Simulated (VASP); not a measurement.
A convergence study with VASP on NaI (rock salt): one setting is varied, all else stays as given below, so the limit is that of these other settings.

```yaml
crystal:
  lattice:
    - [0.00000, 3.23500, 3.23500]
    - [3.23500, 0.00000, 3.23500]
    - [3.23500, 3.23500, 0.00000]
  atoms:
    - { symbol: Na, position: [0.00000, 0.00000, 0.00000] }
    - { symbol: I, position: [0.50000, 0.50000, 0.50000] }
```

Method: PBE GGA, VASP's PBE PAW potentials (set 64) (plane waves; VASP). The tightest run used: 550 eV cut-off, 12×12×12 Monkhorst-Pack mesh, Gaussian smearing of 0.050 eV, potentials Na_pv I.

**Question.** The settings run are 1×1×1 mesh; 2×2×2 mesh; 3×3×3 mesh; 4×4×4 mesh; 5×5×5 mesh; 6×6×6 mesh; 7×7×7 mesh; 8×8×8 mesh; 9×9×9 mesh; 10×10×10 mesh; 11×11×11 mesh; 12×12×12 mesh. From which on does the energy per atom stay within 0.001 eV/atom of the tightest run?

**Answer.** From 4×4×4 mesh on: it is off by 0.0000 there and by no more than 0.001 in any finer run, while 3×3×3 mesh is off by 0.0217.
| setting | E (eV/atom) | pressure (GPa) | irreducible k-points | difference judged (eV/atom) |
|---|---|---|---|---|
| 1×1×1 mesh | 0.0083 | 20.65 | 1 | 2.7007 |
| 2×2×2 mesh | -2.6901 | 0.51 | 2 | 0.0024 |
| 3×3×3 mesh | -2.6707 | 0.78 | 4 | 0.0217 |
| 4×4×4 mesh | -2.6924 | 0.46 | 10 | 0.0000 |
| 5×5×5 mesh | -2.6920 | 0.47 | 10 | 0.0004 |
| 6×6×6 mesh | -2.6924 | 0.46 | 28 | 0.0000 |
| 7×7×7 mesh | -2.6924 | 0.46 | 20 | 0.0000 |
| 8×8×8 mesh | -2.6924 | 0.46 | 60 | 0.0000 |
| 9×9×9 mesh | -2.6924 | 0.46 | 35 | 0.0000 |
| 10×10×10 mesh | -2.6924 | 0.46 | 110 | 0.0000 |
| 11×11×11 mesh | -2.6924 | 0.46 | 56 | 0.0000 |
| 12×12×12 mesh | -2.6924 | 0.46 | 182 | 0.0000 |

Left out are rungs that failed or repeat a setting and relaxations that didn't move; long series are thinned to 24 rows.

The compound is NaI in the rock salt structure. The cell was not relaxed at this level.
